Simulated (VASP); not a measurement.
Input:

```
CELL_PARAMETERS angstrom
      0.00000     2.66280     2.66280
      2.66280     0.00000     2.66280
      2.66280     2.66280     0.00000
ATOMIC_POSITIONS crystal
  Yb 0.00000 0.00000 0.00000
```

Method: AM05 GGA, VASP's PBE PAW potentials (set 64) (plane waves; VASP). Run with 520 eV cut-off, 11×11×11 Γ-centred mesh, first-order Methfessel-Paxton smearing of 0.10 eV, potentials Yb_2.

The 4f electrons are frozen in the core of the lanthanide potential, so 4f levels, which can set the real gap, and their magnetism are missing.

Task: What does the run give for the energy per atom (σ→0)?

Result: 
- energy per atom (σ→0): -1553 meV/atom

The absolute energy has meaning only against runs of the same code, potentials and settings.

The compound is Yb in the fcc structure. It was relaxed first, which changed the volume by -8 %. The start is the result of an earlier pass.
